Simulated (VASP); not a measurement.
Mo:

```
CELL_PARAMETERS angstrom
-1.56533 1.56533 1.56533
1.56533 -1.56533 1.56533
1.56533 1.56533 -1.56533
ATOMIC_POSITIONS crystal
Mo 0.00000 0.00000 0.00000
```

Base run:

* Program: VASP 6.6.1
* Functional: PBE
* Potentials or basis: VASP PAW PBE potentials, release 64 (Mo_sv)
* Cutoff: 520 eV
* k mesh: 16 × 16 × 16
* Occupations: methfessel-paxton, width 0.1 eV
* Spin: no spin polarisation

Its results: pressure 8.3 GPa.

Question: After a change of settings the same cell gave: pressure 6.3 GPa. Which change was it?
A. functional from PBE to r2SCAN
B. spin from no spin polarisation to spin-orbit coupling, no magnetisation; further incar settings from ALGO = Normal; EDIFF = 1e-06; NBANDS = 13 to ALGO = Normal; EDIFF = 1e-06; NBANDS = 25
C. functional from PBE to LDA; potentials or basis from VASP PAW PBE potentials, release 64 (Mo_sv) to VASP PAW LDA potentials, release 64 (Mo_sv)

Answer: A.

Caveats: the PAW data sets were made with another functional, which shifts forces and pressure a little (some runs).
